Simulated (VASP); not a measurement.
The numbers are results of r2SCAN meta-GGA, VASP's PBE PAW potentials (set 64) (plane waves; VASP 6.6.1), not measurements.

VASP ran on this input.

File KPOINTS:
```
Automatic mesh
0
Gamma
5 5 7
0 0 0
```

**POSCAR**
```
ZnF2
1
    4.6582800849     0.0000000000     0.0000000000
    0.0000000000     4.6582800849     0.0000000000
    0.0000000000     0.0000000000     3.1023361332
Zn F
2 4
Direct
  1.0000000000   0.0000000000   0.0000000000
  0.5000000000   0.5000000000   0.5000000000
  0.3031916118   0.3031916118   0.0000000000
  0.8031916118   0.1968083882   0.5000000000
  0.1968083882   0.8031916118   0.5000000000
  0.6968083882   0.6968083882   0.0000000000
```

INCAR:
```
# general
SYSTEM  = ZnF2
PREC    = Accurate
ENCUT   = 520
LREAL   = .False.
LASPH   = .True.

# electronic loop
EDIFF   = 1E-7
NELM    = 100
ALGO    = Normal
LMAXMIX = 4
LMIXTAU = .True.

# smearing
ISMEAR  = 0
SIGMA   = 0.05

# functional
METAGGA = R2SCAN

# ions
IBRION  = 2
NSW     = 30
ISIF    = 4
EDIFFG  = -0.01

# output
LWAVE   = .False.
LCHARG  = .False.
```

POTCAR, in this order: Zn F (PBE.64 set). Program: vasp_std.

Question: What does the run give for the energy per atom (σ→0), band gap (on the k-mesh)?

Answer: 
The energy per atom (σ→0) is -733.9 kJ/mol of atoms and the band gap (on the k-mesh) is 4.23 eV.

OSZICAR:
```
...
DAV:   5    -0.456364371849E+02   -0.55217E-04   -0.25161E-04  1495   0.171E-01    0.868E-03
DAV:   6    -0.456365794046E+02   -0.14222E-03   -0.61114E-05  1516   0.870E-02    0.375E-03
DAV:   7    -0.456365844347E+02   -0.50301E-05   -0.60889E-06  1698   0.216E-02    0.111E-03
DAV:   8    -0.456365852566E+02   -0.82187E-06   -0.30603E-07  1314   0.575E-03    0.571E-04
DAV:   9    -0.456365854054E+02   -0.14879E-06   -0.93091E-08   968   0.443E-03    0.271E-04
DAV:  10    -0.456365856903E+02   -0.28496E-06   -0.10424E-07   940   0.394E-03    0.835E-05
DAV:  11    -0.456365857880E+02   -0.97645E-07   -0.10069E-08   828   0.126E-03
   3 F= -.45636586E+02 E0= -.45636586E+02  d E =-.124698E-02
```

The compound is ZnF2 in the rutile structure. This cell is one point of a volume scan, at 0.97 of the reference volume. Symmetry was kept, so distortions that lower it aren't found.
